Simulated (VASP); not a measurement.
Nb: energy against strain

Nb (bcc, Im-3m, 17.998 Å³/atom and stress up to 0.06 GPa in the relaxed cell, cube axes along x, y and z) under an equal strain ε along x and y, with z held. r2SCAN in VASP (plane waves, PAW), 480 eV, 18×18×18 Γ-centred mesh, Methfessel-Paxton smearing 0.10 eV.

Here s stands for strain and y for E less E0.

```csv
strain (%),E less E0 (meV/atom)
-1.50,10.93
-1.00,4.99
-0.50,1.38
0.00,0.00
0.50,0.71
1.00,3.43
1.50,8.16
3.00,?
```

The 7 complete rows are fitted with a parabola, y against s. Least squares gives y = -0.018 - 0.8643·s + 4.2467·s². Residuals (row less fit): 0.096, -0.103, -0.096, 0.018, 0.098, 0.066, -0.081; standard error 0.112 (degrees of freedom: 4). Twice the quadratic coefficient over the volume, 2 × 4.2467 meV × 10⁴ × 0.1602 / 17.998 Å³, is the elastic constants 2(C11 + C12) = about 760 GPa.

Task: Predict the withheld y at s = 3.00 from the fit, and compare with the calculation.

Result: y = -0.018 - 0.8643 × 3.0 + 4.2467 × 3.0² = 35.609 meV/atom. The calculation gives 34.35 meV/atom, 1.259 meV/atom below the prediction (3.7 % of the range of y in the table). The row lies outside the fitted rows, so this is an extrapolation. From the scatter of the fitted rows alone, a prediction at this place has a standard error of 0.427 meV/atom, so the miss is 2.9 times that.

A polynomial of degree 3 through the 12 other runs of the series gives 34.04 there, so most of the miss is curvature that the fit leaves out. In a metal these values are sensitive to mesh and smearing; energies are taken to zero smearing, stresses follow the free energy. The runs aren't spin-polarised. Rows are the converged runs of the series near zero and its far end, less any whose ions stayed unrelaxed beside relaxed ones; series whose fitted rows scatter by over a few per cent of the range, as at a crossing or softening among them, aren't shown in this form. Most that stay on the fit to the last digits aren't either.
